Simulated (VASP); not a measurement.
Output of a VASP run:

File OSZICAR:
```
       N       E                     dE             d eps       ncg     rms          rms(c)
DAV:   1     0.112356803477E+03    0.11236E+03   -0.99056E+03  2964   0.138E+03
DAV:   2    -0.230266970180E+02   -0.13538E+03   -0.13164E+03  3432   0.339E+02
DAV:   3    -0.284230508719E+02   -0.53964E+01   -0.53441E+01  4699   0.599E+01
DAV:   4    -0.285736634049E+02   -0.15061E+00   -0.15052E+00  3814   0.905E+00
DAV:   5    -0.285773795127E+02   -0.37161E-02   -0.37192E-02  4515   0.117E+00    0.232E+01
DAV:   6    -0.261418826859E+02    0.24355E+01   -0.68195E+00  3590   0.192E+01    0.971E+00
DAV:   7    -0.260949067227E+02    0.46976E-01   -0.86725E-01  4509   0.621E+00    0.327E+00
DAV:   8    -0.260938096788E+02    0.10970E-02   -0.10894E-01  3553   0.308E+00    0.793E-01
DAV:   9    -0.260900192804E+02    0.37904E-02   -0.19040E-02  3677   0.116E+00    0.141E-01
DAV:  10    -0.260900107032E+02    0.85773E-05   -0.96209E-04  3734   0.297E-01    0.416E-02
DAV:  11    -0.260900180259E+02   -0.73227E-05   -0.29160E-05  4046   0.623E-02    0.149E-02
DAV:  12    -0.260900215386E+02   -0.35127E-05   -0.19646E-06  3749   0.155E-02    0.410E-03
DAV:  13    -0.260900238535E+02   -0.23149E-05   -0.66334E-07  3716   0.680E-03    0.119E-03
DAV:  14    -0.260900234583E+02    0.39518E-06   -0.38377E-08  1887   0.208E-03    0.366E-04
DAV:  15    -0.260900234587E+02   -0.40291E-09   -0.40724E-09  1812   0.693E-04
   1 F= -.26090023E+02 E0= -.26090023E+02  d E =0.000000E+00
```

### OUTCAR
```
------------------------ aborting loop because EDIFF is reached ----------------------------------------
  FORCE on cell =-STRESS in cart. coord.  units (eV):
  Direction    XX          YY          ZZ          XY          YZ          ZX
  --------------------------------------------------------------------------------------
  Total        0.0934928      0.0934928     -0.1984441      0.0000000      0.0000000      0.0000000
  in kB        4.9652149      4.9652166    -10.5389738      0.0000000      0.0000000      0.0000000
  external PRESSURE =      -0.2028474 kB  Pullay stress =       0.0000000 kB
  volume of cell :       30.17
      direct lattice vectors                 reciprocal lattice vectors
     1.576088871 -2.729866464  0.000000000     0.317240994 -0.183159142  0.000000000
     1.576088871  2.729866464  0.000000000     0.317240994  0.183159142  0.000000000
     0.000000000  0.000000000  3.505891167     0.000000000  0.000000000  0.285234182
 POSITION                                       TOTAL-FORCE (eV/Angst)
 -----------------------------------------------------------------------------------
      0.00000      0.00000      0.00000         0.000000     -0.000000      0.000000
      1.57609      0.90996      1.75295        -0.000000      0.000000      0.000000
      1.57609     -0.90996      1.75295         0.000000     -0.000000     -0.000000
 -----------------------------------------------------------------------------------
    total drift:                                0.000000     -0.000000      0.000000
  FREE ENERGIE OF THE ION-ELECTRON SYSTEM (eV)
  ---------------------------------------------------
  free  energy   TOTEN  =       -26.0900234587 eV

  energy  without entropy=      -26.0900234587  energy(sigma->0) =      -26.09002346

 total charge

# of ion       s       p       d       tot
------------------------------------------
    1        2.174   6.034   1.806  10.014
    2        0.664   1.249   0.000   1.912
    3        0.664   1.249   0.000   1.912
--------------------------------------------------
tot          3.502   8.531   1.806  13.839

 Electric field gradients after diagonalization (V/A^2)
 (convention: |V_zz| > |V_xx| > |V_yy|)
----------------------------------------------------------------------
 ion       V_xx      V_yy      V_zz     asymmetry (V_yy - V_xx)/ V_zz
----------------------------------------------------------------------
   1     -22.811   -22.808    45.619       0.000
   2      -0.919    -0.919     1.837       0.000
   3      -0.919    -0.919     1.837       0.000
```
(Selected blocks of OUTCAR.)

POSCAR:
```
ZrB2
1
    1.5760888712    -2.7298664642     0.0000000000
    1.5760888712     2.7298664642     0.0000000000
    0.0000000000     0.0000000000     3.5058911670
Zr B
1 2
Direct
  0.0000000000   0.0000000000   0.0000000000
  0.3333330000   0.6666670000   0.5000000000
  0.6666670000   0.3333330000   0.5000000000
```

Question: Write an INCAR and KPOINTS that could have produced this output.

Answer: This is not unique; one that fits is the input of the run itself, AM05 GGA, plane waves, VASP's PBE PAW potentials (set 64).

File KPOINTS:
```
Automatic mesh
0
Gamma
 12 12 10
0 0 0
```

INCAR:
```
SYSTEM = ZrB2
PREC = Accurate
ENCUT = 520
EDIFF = 1E-7
NELM = 100
ALGO = Normal
LREAL = .FALSE.
LASPH = .TRUE.
ISMEAR = -5
GGA = AM
LMAXMIX = 4
LWAVE = .FALSE.
LCHARG = .TRUE.
LORBIT = 11
NEDOS = 601
ISIF = 2
LEFG = .TRUE.
```

POTCAR, in this order: Zr_sv B (PBE.64 set). Program: vasp_std.

For a metal the tetrahedron method with Blöchl corrections gives inexact stress and forces.

The compound is ZrB2 in the AlB2 type structure. It was relaxed first.
